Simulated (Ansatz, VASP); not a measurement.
# Ta3GaC (Ta3GaC antiperovskite): VASP beside Ansatz, part 2 of 3

One calculation is typed for both programs; each brings its own data sets. How far apart do they land? The cell is generated by rule, not measured, and may not be a known phase. The cell is taken from a series of runs on this material, whose earlier steps may have relaxed, scaled, displaced or heated it; both programs get it as it stands.

VASP 6.6.1 and Ansatz 0.2.0.

So far: The starting structure; VASP: zone-centre phonons, PBE.

### 2. VASP: zone-centre phonons, PBE (continued)

Level of this step: PBE; plane waves and PAW (Ga_d, Ta_pv, C); invented cell (VASP).

OUTCAR, selected parts (step 2):

```text
ion  position               nearest neighbor table
   1  0.000  0.000  0.000-   2 3.03   3 3.03   4 3.03   3 3.03   4 3.03   2 3.03   4 3.03   4 3.03
                             2 3.03   3 3.03   3 3.03   2 3.03
   2  0.500  0.500  0.000-   5 2.14   5 2.14   4 3.03   1 3.03   3 3.03   4 3.03   3 3.03   1 3.03
                             3 3.03   3 3.03   1 3.03   4 3.03   4 3.03   1 3.03
   3  0.500  0.000  0.500-   5 2.14   5 2.14   4 3.03   1 3.03   1 3.03   2 3.03   2 3.03   4 3.03
                             2 3.03   2 3.03   1 3.03   4 3.03   1 3.03   4 3.03
   4  0.000  0.500  0.500-   5 2.14   5 2.14   3 3.03   1 3.03   1 3.03   2 3.03   1 3.03   3 3.03
                             1 3.03   2 3.03   3 3.03   2 3.03   2 3.03   3 3.03
   5  0.500  0.500  0.500-   2 2.14   3 2.14   4 2.14   2 2.14   3 2.14   4 2.14

  LATTYP: Found a simple cubic cell.
 ALAT       =     4.2823748154

 Subroutine GETGRP returns: Found 48 space group operations
 (whereof 48 operations were pure point group operations)

The static configuration has the point symmetry O_h .

 Found     10 irreducible k-points:

   k-points           NKPTS =     10   k-points in BZ     NKDIM =     10   number of bands    NBANDS=     31

   dimension x,y,z NGX =    36 NGY =   36 NGZ =   36
   dimension x,y,z NGXF=    72 NGYF=   72 NGZF=   72

   ENCUT  =  600.0 eV  44.10 Ry    6.64 a.u.   8.55  8.55  8.55*2*pi/ulx,y,z

   NELECT =      50.0000    total number of electrons

 k-points in reciprocal lattice and weights: Automatic mesh
   0.00000000  0.00000000  0.00000000       0.016
   0.25000000  0.00000000  0.00000000       0.094
   0.50000000  0.00000000  0.00000000       0.047
   0.25000000  0.25000000  0.00000000       0.188
   0.50000000  0.25000000  0.00000000       0.188
   0.50000000  0.50000000  0.00000000       0.047
   0.25000000  0.25000000  0.25000000       0.125
   0.50000000  0.25000000  0.25000000       0.188
   0.50000000  0.50000000  0.25000000       0.094
   0.50000000  0.50000000  0.50000000       0.016

 average (electrostatic) potential at core
       1 -63.9964       2 -36.5204       3 -36.5204       4 -36.5204       5 -48.4703

  Total        0.1502775      0.1502775      0.1502775      0.0000000      0.0000000     -0.0000000
  in kB        3.0658477      3.0658477      3.0658477      0.0000000      0.0000000     -0.0000000
  external PRESSURE =       3.0658477 kB  Pullay stress =       0.0000000 kB

  energy-cutoff  :      600.00
  volume of cell :       78.53
      direct lattice vectors                 reciprocal lattice vectors
     4.282374815  0.000000000  0.000000000     0.233515291  0.000000000  0.000000000
     0.000000000  4.282374815  0.000000000     0.000000000  0.233515291  0.000000000
     0.000000000  0.000000000  4.282374815     0.000000000  0.000000000  0.233515291

 POSITION                                       TOTAL-FORCE (eV/Angst)
 -----------------------------------------------------------------------------------
      0.00000      0.00000      0.00000         0.000000      0.000000      0.000000
      2.14119      2.14119      0.00000         0.000000      0.000000      0.000000
      2.14119      0.00000      2.14119         0.000000      0.000000      0.000000
      0.00000      2.14119      2.14119         0.000000      0.000000      0.000000
      2.14119      2.14119      2.14119         0.000000      0.000000      0.000000
 -----------------------------------------------------------------------------------
    total drift:                                0.000000      0.000000      0.000000

 Eigenvectors and eigenvalues of the dynamical matrix
 ----------------------------------------------------

   1 f  =   20.513481 THz   128.890005 2PiTHz  684.256086 cm-1    84.836904 meV
             X         Y         Z           dx          dy          dz
      0.000000  0.000000  0.000000     0.032217    0.000307   -0.000000
      2.141187  2.141187  0.000000    -0.024355   -0.000232   -0.000000
      2.141187  0.000000  2.141187    -0.024355    0.002628    0.000000
      0.000000  2.141187  2.141187     0.276187   -0.000232    0.000000
      2.141187  2.141187  2.141187    -0.959899   -0.009133   -0.000000

   2 f  =   20.513481 THz   128.890005 2PiTHz  684.256086 cm-1    84.836904 meV
             X         Y         Z           dx          dy          dz
      0.000000  0.000000  0.000000    -0.000000    0.000000   -0.032219
      2.141187  2.141187  0.000000     0.000000   -0.000000   -0.276200
      2.141187  0.000000  2.141187     0.000000    0.000000    0.024356
      0.000000  2.141187  2.141187    -0.000000   -0.000000    0.024356
      2.141187  2.141187  2.141187     0.000000   -0.000000    0.959942

   3 f  =   20.513481 THz   128.890005 2PiTHz  684.256086 cm-1    84.836904 meV
             X         Y         Z           dx          dy          dz
      0.000000  0.000000  0.000000     0.000307   -0.032217   -0.000000
      2.141187  2.141187  0.000000    -0.000232    0.024355   -0.000000
      2.141187  0.000000  2.141187    -0.000232   -0.276187   -0.000000
      0.000000  2.141187  2.141187     0.002628    0.024355    0.000000
      2.141187  2.141187  2.141187    -0.009133    0.959899    0.000000

   4 f  =    4.050363 THz    25.449180 2PiTHz  135.105559 cm-1    16.750947 meV
             X         Y         Z           dx          dy          dz
      0.000000  0.000000  0.000000    -0.857186    0.053579   -0.010197
      2.141187  2.141187  0.000000     0.002175   -0.000136    0.005926
      2.141187  0.000000  2.141187     0.002175   -0.031133    0.000026
      0.000000  2.141187  2.141187     0.498092   -0.000136    0.000026
      2.141187  2.141187  2.141187     0.114433   -0.007153    0.001361

   5 f  =    4.050363 THz    25.449180 2PiTHz  135.105559 cm-1    16.750947 meV
             X         Y         Z           dx          dy          dz
      0.000000  0.000000  0.000000     0.053582    0.857247    0.000068
      2.141187  2.141187  0.000000    -0.000136   -0.002175   -0.000039
      2.141187  0.000000  2.141187    -0.000136   -0.498127   -0.000000
      0.000000  2.141187  2.141187    -0.031135   -0.002175   -0.000000
      2.141187  2.141187  2.141187    -0.007153   -0.114441   -0.000009

   6 f  =    4.050363 THz    25.449180 2PiTHz  135.105559 cm-1    16.750947 meV
             X         Y         Z           dx          dy          dz
      0.000000  0.000000  0.000000    -0.010182    0.000569    0.858859
      2.141187  2.141187  0.000000     0.000026   -0.000001   -0.499064
      2.141187  0.000000  2.141187     0.000026   -0.000330   -0.002180
      0.000000  2.141187  2.141187     0.005916   -0.000001   -0.002180
      2.141187  2.141187  2.141187     0.001359   -0.000076   -0.114657

   7 f  =    3.750095 THz    23.562545 2PiTHz  125.089721 cm-1    15.509142 meV
             X         Y         Z           dx          dy          dz
      0.000000  0.000000  0.000000     0.000000    0.000000    0.000000
      2.141187  2.141187  0.000000     0.037877    0.622334   -0.000000
      2.141187  0.000000  2.141187    -0.037877    0.000000   -0.333566
      0.000000  2.141187  2.141187     0.000000   -0.622334    0.333566
      2.141187  2.141187  2.141187     0.000000    0.000000   -0.000000

   8 f  =    3.750095 THz    23.562545 2PiTHz  125.089721 cm-1    15.509142 meV
             X         Y         Z           dx          dy          dz
      0.000000  0.000000  0.000000    -0.000000   -0.000000    0.000000
      2.141187  2.141187  0.000000     0.014804   -0.334672   -0.000000
      2.141187  0.000000  2.141187    -0.014804    0.000000   -0.622716
      0.000000  2.141187  2.141187    -0.000000    0.334672    0.622716
      2.141187  2.141187  2.141187    -0.000000   -0.000000   -0.000000

   9 f  =    3.750095 THz    23.562545 2PiTHz  125.089721 cm-1    15.509142 meV
             X         Y         Z           dx          dy          dz
      0.000000  0.000000  0.000000     0.000000    0.000000   -0.000000
      2.141187  2.141187  0.000000     0.705936   -0.026373    0.000000
      2.141187  0.000000  2.141187    -0.705936    0.000000    0.030957
      0.000000  2.141187  2.141187     0.000000    0.026373   -0.030957
      2.141187  2.141187  2.141187     0.000000    0.000000    0.000000

  10 f  =    3.654887 THz    22.964331 2PiTHz  121.913900 cm-1    15.115390 meV
             X         Y         Z           dx          dy          dz
      0.000000  0.000000  0.000000     0.082941   -0.378031   -0.006268
      2.141187  2.141187  0.000000    -0.098037    0.446841   -0.010053
      2.141187  0.000000  2.141187    -0.098037   -0.606272    0.007409
      0.000000  2.141187  2.141187     0.133017    0.446841    0.007409
      2.141187  2.141187  2.141187     0.046031   -0.209803   -0.003479

  11 f  =    3.654887 THz    22.964331 2PiTHz  121.913900 cm-1    15.115390 meV
             X         Y         Z           dx          dy          dz
      0.000000  0.000000  0.000000     0.378070    0.082980   -0.001860
      2.141187  2.141187  0.000000    -0.446887   -0.098084   -0.002984
      2.141187  0.000000  2.141187    -0.446887    0.133080    0.002199
      0.000000  2.141187  2.141187     0.606334   -0.098084    0.002199
      2.141187  2.141187  2.141187     0.209824    0.046053   -0.001033

  12 f  =    3.654887 THz    22.964331 2PiTHz  121.913900 cm-1    15.115390 meV
             X         Y         Z           dx          dy          dz
      0.000000  0.000000  0.000000     0.003161   -0.005724    0.387019
      2.141187  2.141187  0.000000    -0.003736    0.006766    0.620685
      2.141187  0.000000  2.141187    -0.003736   -0.009180   -0.457464
      0.000000  2.141187  2.141187     0.005069    0.006766   -0.457464
      2.141187  2.141187  2.141187     0.001754   -0.003177    0.214790

  13 f/i=    0.003229 THz     0.020289 2PiTHz    0.107712 cm-1     0.013355 meV
             X         Y         Z           dx          dy          dz
      0.000000  0.000000  0.000000     0.294058    0.157871    0.000000
      2.141187  2.141187  0.000000     0.474520    0.254755    0.000000
      2.141187  0.000000  2.141187     0.474520    0.254397    0.000000
      0.000000  2.141187  2.141187     0.473853    0.254755    0.000000
      2.141187  2.141187  2.141187     0.122129    0.065567    0.000000

  14 f/i=    0.003229 THz     0.020289 2PiTHz    0.107712 cm-1     0.013355 meV
             X         Y         Z           dx          dy          dz
      0.000000  0.000000  0.000000    -0.157871    0.294058    0.000000
      2.141187  2.141187  0.000000    -0.254755    0.474520   -0.000000
      2.141187  0.000000  2.141187    -0.254755    0.473853    0.000000
      0.000000  2.141187  2.141187    -0.254397    0.474520    0.000000
      2.141187  2.141187  2.141187    -0.065567    0.122129   -0.000000

  15 f/i=    0.003229 THz     0.020289 2PiTHz    0.107712 cm-1     0.013355 meV
             X         Y         Z           dx          dy          dz
      0.000000  0.000000  0.000000    -0.000000   -0.000000    0.333756
      2.141187  2.141187  0.000000    -0.000000   -0.000000    0.537824
      2.141187  0.000000  2.141187    -0.000000   -0.000000    0.538581
      0.000000  2.141187  2.141187    -0.000000   -0.000000    0.538581
      2.141187  2.141187  2.141187    -0.000000   -0.000000    0.138617

 ELASTIC MODULI CONTR FROM IONIC RELAXATION (kBar)
 Direction    XX          YY          ZZ          XY          YZ          ZX
 --------------------------------------------------------------------------------
 XX           0.0000      0.0000      0.0000      0.0000      0.0000      0.0000
 YY           0.0000      0.0000      0.0000      0.0000      0.0000      0.0000
 ZZ           0.0000      0.0000      0.0000      0.0000      0.0000      0.0000
 XY           0.0000      0.0000      0.0000      0.0000      0.0000      0.0000
 YZ           0.0000      0.0000      0.0000      0.0000      0.0000      0.0000
 ZX           0.0000      0.0000      0.0000      0.0000      0.0000      0.0000
 --------------------------------------------------------------------------------
```

(Continued in part 3 of 3.)

[Lines on the potential files, build, host, timing and source positions are cut from VASP's logs without a mark.]

[Logs are printed without paths, hosts, clocks, repeated set-up lines and the standing remarks that a program may print on its own settings, such as how far it seeks lower states.]

[Hosts, paths, dates, database ids (printed as entryN), source tags and the programs' standing remarks are cut or masked in the printed files.]
